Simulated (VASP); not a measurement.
# MoS (relaxed from the wurtzite structure, space group P6_3mc): computed properties

All values below come from PBEsol GGA, VASP's PBE PAW potentials (set 64) (plane waves; VASP 6.6.1).

```
Quantity                                                                               Result
----------------------------------  ---------------------------------------------------------
space group                                                                      P6_3mc (186)
cell                                a = b = 3.920 Å, c = 5.352 Å, α = β = 90.00°, γ = 120.00°
volume per atom                                                                 17.81 Å³/atom
band gap (over mesh and band path)                   none (metal, semimetal or under 0.01 eV)
density                                                                            5.97 g/cm³
```

```yaml
crystal:
  lattice:
    - [3.92034, 0.00000, 0.00000]
    - [-1.96017, 3.39511, 0.00000]
    - [0.00000, 0.00000, 5.35182]
  atoms:
    - { symbol: Mo, position: [0.33333, 0.66667, 0.97306] }
    - { symbol: Mo, position: [0.66667, 0.33333, 0.47306] }
    - { symbol: S, position: [0.33333, 0.66667, 0.40194] }
    - { symbol: S, position: [0.66667, 0.33333, 0.90194] }
```

The structure was generated: MoS was put into the wurtzite type (P6_3mc), which need not be its known phase. It was relaxed first, which changed the volume by -33 %. Symmetry was kept, so distortions that lower it aren't found.
